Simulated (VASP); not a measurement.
Output of a VASP run:

File OUTCAR:
```
 ion  position               nearest neighbor table
   1  0.005  0.995  0.003-   4 2.31   6 2.33   6 2.38   3 2.39   5 2.41   5 2.44
   2  0.484  0.500  0.497-   3 2.25   6 2.29   3 2.30   5 2.33   4 2.44   4 2.46
   3  0.186  0.363  0.984-   2 2.25   2 2.30   1 2.39   4 2.51
   4  0.827  0.640  0.004-   1 2.31   2 2.44   2 2.46   3 2.51
   5  0.674  0.146  0.493-   2 2.33   1 2.41   1 2.44   6 2.53
   6  0.324  0.856  0.519-   2 2.29   1 2.33   1 2.38   5 2.53
  LATTYP: Found a simple orthorhombic cell.
 ALAT       =     2.8738800000
 B/A-ratio  =     1.8254415633
 C/A-ratio  =     2.0739279302
 Subroutine PRICEL returns:
 Original cell was already a primitive cell.
 Subroutine GETGRP returns: Found  1 space group operations
The static configuration has the point symmetry C_1 .
The dynamic configuration has the point symmetry C_1 .
 Subroutine INISYM returns: Found  1 space group operations
 Subroutine IBZKPT returns following result:
 Found     23 irreducible k-points:

 Following reciprocal coordinates:
            Coordinates               Weight
  0.000000  0.000000  0.000000      1.000000
  0.333333  0.000000  0.000000      2.000000
  0.000000  0.333333  0.000000      2.000000
  0.333333  0.333333  0.000000      2.000000
  0.333333 -0.333333  0.000000      2.000000
  0.000000  0.000000  0.200000      2.000000
  0.333333  0.000000  0.200000      2.000000
 -0.333333  0.000000  0.200000      2.000000
  0.000000  0.333333  0.200000      2.000000
  0.000000 -0.333333  0.200000      2.000000
  0.333333  0.333333  0.200000      2.000000
 -0.333333 -0.333333  0.200000      2.000000
  0.333333 -0.333333 -0.200000      2.000000
 -0.333333  0.333333 -0.200000      2.000000
  0.000000  0.000000  0.400000      2.000000
  0.333333  0.000000  0.400000      2.000000
 -0.333333  0.000000  0.400000      2.000000
  0.000000  0.333333  0.400000      2.000000
  0.000000 -0.333333  0.400000      2.000000
  0.333333  0.333333  0.400000      2.000000
 -0.333333 -0.333333  0.400000      2.000000
  0.333333 -0.333333 -0.400000      2.000000
 -0.333333  0.333333 -0.400000      2.000000
   k-points           NKPTS =     23   k-points in BZ     NKDIM =     23   number of bands    NBANDS=     22
   number of dos      NEDOS =    301   number of ions     NIONS =      6
   total plane-waves  NPLWV =  17280
   dimension x,y,z NGX =    30 NGY =   36 NGZ =   16
   dimension x,y,z NGXF=    60 NGYF=   72 NGZF=   32
   ions per type =               2   4
   PREC   = accura    normal or accurate (medium, high low for compatibility)
   ISTART =      0    job   : 0-new  1-cont  2-samecut
   ICHARG =      2    charge: 1-file 2-atom 10-const
   ISPIN  =      1    spin polarized calculation?
   LNONCOLLINEAR =      F non collinear calculations
   LSORBIT =      F    spin-orbit coupling
   INIWAV =      1    electr: 0-lowe 1-rand  2-diag
   ENCUT  =  300.0 eV  22.05 Ry    4.70 a.u.   7.41  8.42  4.06*2*pi/ulx,y,z
   NELM   =    100;   NELMIN=  2; NELMDL= -5     # of ELM steps
   EDIFF  = 0.1E-05   stopping-criterion for ELM
   LREAL  =      F    real-space projection
   NLSPLINE    = F    spline interpolate recip. space projectors
   LMAXMIX     =    4 max onsite mixed and CHGCAR
   VOSKOWN=      0    Vosko Wilk Nusair interpolation
   EDIFFG = 0.1E-04   stopping-criterion for IOM
   NSW    =      0    number of steps for IOM
   NBLOCK =      1;   KBLOCK =      1    inner block; outer block
   IBRION =     -1    ionic relax: 0-MD 1-quasi-New 2-CG
   NFREE  =      0    steps in history (QN), initial steepest desc. (CG)
   ISIF   =      2    stress and relaxation
   ISYM   =      2    0-nonsym 1-usesym 2-fastsym
   TEIN   =    0.0    initial temperature
   TEBEG  =    0.0;   TEEND  =   0.0 temperature during run
   SMASS  =  -3.00    Nose mass-parameter (am)
   PSTRESS=    0.0 pullay stress
   NELECT =      36.0000    total number of electrons
   EFERMI =   0.00;   METHOD = LEGACY
   ISMEAR =    -1;   SIGMA  =   0.01  broadening in eV -4-tet -1-fermi 0-gaus
   IALGO  =     38    algorithm
...
```

**OSZICAR**
```
       N       E                     dE             d eps       ncg     rms          rms(c)
DAV:   1     0.195568078591E+03    0.19557E+03   -0.10684E+04  1012   0.104E+03
DAV:   2    -0.238425709087E+02   -0.21941E+03   -0.21344E+03  1018   0.309E+02
DAV:   3    -0.447150712664E+02   -0.20873E+02   -0.20459E+02  1486   0.921E+01
DAV:   4    -0.454120149001E+02   -0.69694E+00   -0.69461E+00  1422   0.190E+01
DAV:   5    -0.454279525235E+02   -0.15938E-01   -0.15930E-01  1344   0.256E+00    0.196E+01
DAV:   6    -0.561897606531E+02   -0.10762E+02   -0.11862E+02  1500   0.142E+02    0.362E+01
DAV:   7    -0.422317183715E+02    0.13958E+02   -0.61060E+01  1494   0.127E+02    0.475E+00
DAV:   8    -0.424501082859E+02   -0.21839E+00   -0.45422E+00  1048   0.120E+01    0.376E+00
DAV:   9    -0.423964424244E+02    0.53666E-01   -0.10666E+00  1630   0.152E+01    0.367E+00
DAV:  10    -0.423072456367E+02    0.89197E-01   -0.46865E-01  1668   0.112E+01    0.114E+00
DAV:  11    -0.423044810766E+02    0.27646E-02   -0.18405E-02  1114   0.102E+00    0.449E-01
DAV:  12    -0.423040547490E+02    0.42633E-03   -0.13858E-03  1548   0.437E-01    0.200E-01
DAV:  13    -0.423038426496E+02    0.21210E-03   -0.58971E-04  1626   0.231E-01    0.960E-02
DAV:  14    -0.423038266368E+02    0.16013E-04   -0.74697E-05  1456   0.622E-02    0.309E-02
DAV:  15    -0.423038249942E+02    0.16426E-05   -0.36502E-06  1036   0.259E-02    0.127E-02
DAV:  16    -0.423038247610E+02    0.23324E-06   -0.13098E-06   602   0.111E-02
   1 F= -.42303825E+02 E0= -.42303825E+02  d E =-.287567E-08
```

OUTCAR:
```
------------------------ aborting loop because EDIFF is reached ----------------------------------------
  FORCE on cell =-STRESS in cart. coord.  units (eV):
  Direction    XX          YY          ZZ          XY          YZ          ZX
  --------------------------------------------------------------------------------------
  Total       -2.8378845     -3.6272130     -2.6816880      0.0451356     -0.0229079     -0.3690826
  in kB      -50.5985198    -64.6719799    -47.8135889      0.8047532     -0.4084398     -6.5806177
  external PRESSURE =     -54.3613629 kB  Pullay stress =       0.0000000 kB
  volume of cell :       89.86
      direct lattice vectors                 reciprocal lattice vectors
     5.246100000  0.000000000  0.000000000     0.190617792  0.000000000  0.000000000
     0.000000000  5.960220000  0.000000000     0.000000000  0.167779042  0.000000000
     0.000000000  0.000000000  2.873880000     0.000000000  0.000000000  0.347961641
 POSITION                                       TOTAL-FORCE (eV/Angst)
 -----------------------------------------------------------------------------------
      0.02512      5.93164      0.00820        -0.493460      0.626931     -0.019425
      2.53914      2.97856      1.42902         1.685861      0.312143     -0.065343
      0.97712      2.16249      2.82662        -0.864628     -0.661306      0.310045
      4.33769      3.81380      0.01180        -0.531035     -0.090094     -0.047936
      3.53804      0.87197      1.41776         0.534466     -0.682707      0.086923
      1.69814      5.10229      1.49130        -0.331204      0.495034     -0.264264
 -----------------------------------------------------------------------------------
    total drift:                               -0.000115      0.000368      0.000292
  FREE ENERGIE OF THE ION-ELECTRON SYSTEM (eV)
  ---------------------------------------------------
  free  energy   TOTEN  =       -42.3038247610 eV

  energy  without entropy=      -42.3038247581  energy(sigma->0) =      -42.30382476
```
(Selected blocks of OUTCAR.)

### POSCAR
```
FeAs2
1
    5.2461000000     0.0000000000     0.0000000000
    0.0000000000     5.9602200000     0.0000000000
    0.0000000000     0.0000000000     2.8738800000
Fe As
2 4
Direct
  0.0047890000  -0.0047950000   0.0028550000
  0.4840050000   0.4997400000   0.4972430000
  0.1862570000   0.3628210000  -0.0164440000
  0.8268400000   0.6398760000   0.0041050000
  0.6744140000   0.1462990000   0.4933260000
  0.3236950000   0.8560580000   0.5189160000
```

### Question
Write an INCAR and KPOINTS that could have produced this output.

### Answer
This is not unique; one that fits is the input of the run itself, LDA (Ceperley-Alder, Perdew-Zunger), plane waves, VASP's LDA PAW potentials (set 64).

### KPOINTS
```
Automatic mesh
0
Gamma
3 3 5
0 0 0
```

### INCAR
```
# general
SYSTEM  = FeAs2
PREC    = Accurate
ENCUT   = 300
LREAL   = F   # projection in real space or not
LASPH   = T   # aspherical one-centre terms

# electronic loop
EDIFF   = 1E-6   # SCF stop (eV)
NELM    = 100   # most electronic steps
ALGO    = Normal   # blocked Davidson
LMAXMIX = 4   # l cut-off of mixed one-centre charges

# smearing
ISMEAR  = -1   # Fermi-Dirac
SIGMA   = 0.01   # width (eV)

# ions
ISIF    = 2   # forces and stress, cell fixed

# output
LWAVE   = F
LCHARG  = F
```

POTCAR, in this order: Fe As (LDA.64 set). Program: vasp_std.

At this cut-off the stress carries a Pulay error, which pulls relaxed volumes low.

The structure comes from a computed database's FeAs2 entry; how it stands against other phases isn't given here. The cell was not relaxed at this level, atoms are displaced from their ideal sites. The k-mesh is coarse (spacing up to 0.44 per Å, 2π included), so the numbers may not be converged in it. The run is not spin-polarised, so no magnetic state was tried.
